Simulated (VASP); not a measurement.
A run of VASP 6.6.1 is set up as follows.

File INCAR:

```
PREC = Accurate ; ENCUT = 600
EDIFF = 1E-7 ; ISMEAR = 0
SIGMA = 0.03 ; LREAL = F
LASPH = T ; NELM = 80
ALGO = Normal ; ISIF = 3
LWAVE = F ; LCHARG = F
GGA = PE ; IVDW = 12
IBRION = 2 ; NSW = 90
EDIFFG = -0.005 ; LATTICE_CONSTRAINTS = .TRUE. .TRUE. .FALSE.
KPAR = 4
```

File KPOINTS:

```
regular mesh
0
Gamma
  12 12 1
```

The input POSCAR:

```
WSe2                                    
1.0
    3.2827446238     -0.0000000000      0.0000000000
   -1.6413723119      2.8429402399      0.0000000000
    0.0000000000      0.0000000000     34.3162600000
  Se              W             
     6     3
Direct
     0.3333333300000021    0.6666666699999979    0.2643492966056696
     0.3333333300000021    0.6666666699999979    0.3626834795915583
     0.6666666699999979    0.3333333300000021    0.4508943914247583
     0.6666666699999979    0.3333333300000021    0.5491056085752420
     0.3333333300000021    0.6666666699999979    0.6373165204084414
     0.3333333300000021    0.6666666699999979    0.7356507033943304
     0.6666666699999979    0.3333333300000021    0.3135218546125285
     0.3333333300000021    0.6666666699999979    0.5000000000000000
     0.6666666699999979    0.3333333300000021    0.6864781453874711
```

Potentials or basis: VASP PAW PBE potentials, release 64 (Se, W_sv).

Run with:

```bash
$ cat potpaw_PBE.64/Se/POTCAR potpaw_PBE.64/W_sv/POTCAR > POTCAR
$ mpirun -np 4 vasp_std > vasp.out
```

Task: Predict the band gap on the k mesh.

Result: 1.09 eV, indirect (least direct gap 1.59 eV).

Task: Estimate the relaxed cell.

Result: a = 3.283 Å, b = 3.283 Å, c = 34.316 Å, α = 90.00°, β = 90.00°, γ = 120.00°.

Forces on the atoms (eV/Å):
```
Se   0.000  0.000  0.003
Se   0.000  0.000 -0.005
Se   0.000  0.000 -0.003
Se   0.000  0.000  0.003
Se   0.000  0.000  0.005
Se   0.000  0.000 -0.003
W    0.000  0.000 -0.001
W    0.000  0.000  0.000
W    0.000  0.000  0.001
```

Caveat: spin-orbit coupling is left out, which moves the levels of the heavy elements. Expect the measured gap to be larger: semilocal functionals such as PBE lack the derivative discontinuity.
